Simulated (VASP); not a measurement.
Given:

```yaml
crystal:
  lattice:
    - [2.88121, 0.00000, 0.00000]
    - [0.00000, 2.88121, 0.00000]
    - [0.00000, 0.00000, 2.88121]
  atoms:
    - { symbol: Zn, position: [0.50000, 0.50000, 0.50000] }
    - { symbol: Cu, position: [0.00000, 0.00000, 0.00000] }
```

These are AM05 GGA, VASP's PBE PAW potentials (set 64) (plane waves; VASP 6.6.1) values and carry that method's errors. Run with 520 eV cut-off, 12×12×12 Γ-centred mesh, first-order Methfessel-Paxton smearing of 0.10 eV, potentials Zn Cu.

**Question.** Estimate the energy per atom (σ→0), pressure, band gap (on the k-mesh) with the smallest direct gap where there is one.

**Answer.** 
```json
{
 "band gap (on the k-mesh)": "none (metal, semimetal or under 0.01 eV)",
 "energy per atom (σ→0)": "-2.817 eV/atom",
 "pressure": "4.74 GPa"
}
```

Total energies compare only between runs with the same potentials, cut-off and functional.

The compound is CuZn in the CsCl type structure. This cell is one point of a volume scan, at 0.97 of the reference volume. The electron count is odd and the run is not spin-polarised, which forces a metal.
